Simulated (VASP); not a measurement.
A convergence study with VASP on La (space group P6_3/mmc): one setting is varied, all else stays as given below, so the limit is that of these other settings. Each run relaxes cell and ions from the cell shown. The basis is that of the starting cell, so low cut-offs carry a Pulay error.

```
CELL_PARAMETERS angstrom
      1.87557    -3.24859     0.00000
      1.87557     3.24859     0.00000
      0.00000     0.00000    12.09920
ATOMIC_POSITIONS crystal
  La 0.00000 0.00000 0.50000
  La 0.00000 0.00000 0.00000
  La 0.33333 0.66667 0.25000
  La 0.66667 0.33333 0.75000
```

Computed with PBEsol GGA, VASP's PBE PAW potentials (set 64) (plane waves; VASP). The tightest run used: 600 eV cut-off, 10×10×3 Γ-centred mesh, Fermi-Dirac smearing of 0.10 eV, potentials La.

Problem. The settings run are ENCUT = 150; ENCUT = 180; ENCUT = 210; ENCUT = 255; ENCUT = 300; ENCUT = 360; ENCUT = 450; ENCUT = 600. From which on does the relaxed volume stay within 0.1 Å³/atom of the tightest run?

Solution. From ENCUT = 300 on: it is off by 0.077 there and by no more than 0.1 in any finer run, while ENCUT = 255 is off by 0.242.
```csv
setting,relaxed volume (Å³/atom),E (eV/atom),plane waves,difference judged (Å³/atom)
ENCUT = 150,30.110,-5.5184,629,4.165
ENCUT = 180,33.016,-5.3591,832,1.259
ENCUT = 210,34.086,-5.3567,1048,0.189
ENCUT = 255,34.032,-5.3525,1384,0.242
ENCUT = 300,34.198,-5.3469,1753,0.077
ENCUT = 360,34.268,-5.3450,2308,0.007
ENCUT = 450,34.248,-5.3449,3245,0.027
ENCUT = 600,34.274,-5.3444,4955,0.000
```

Left out are rungs that failed or repeat a setting and relaxations that didn't move; long series are thinned to 24 rows.

The structure is a typed La crystal (space group no. 194).
